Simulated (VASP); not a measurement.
Here is the system:

```
CELL_PARAMETERS angstrom
      2.37211    -5.71137     0.00000
      2.37211     5.71137     0.00000
      0.00000     0.00000     4.34303
ATOMIC_POSITIONS crystal
  Ca 0.13373 0.86627 0.25000
  Ca 0.86627 0.13373 0.75000
  Sn 0.41490 0.58510 0.25000
  Sn 0.58510 0.41490 0.75000
```

The numbers are results of PBEsol GGA, VASP's PBE PAW potentials (set 64) (plane waves; VASP), not measurements. Settings: 400 eV cut-off, Gaussian smearing of 0.050 eV, potentials Ca_sv Sn_d.

Unless said otherwise, spin-orbit coupling is left out, though it shifts the bands of the heavy elements here.

Problem. Estimate the band gap (along the path) with the smallest direct gap where there is one.

Solution. 
band gap (along the path): none (metal, semimetal or under 0.01 eV)

Only differences to runs with the same potentials and settings are physical.

The structure comes from a computed database's CaSn entry (Cmcm); how it stands against other phases isn't given here. It was relaxed first.
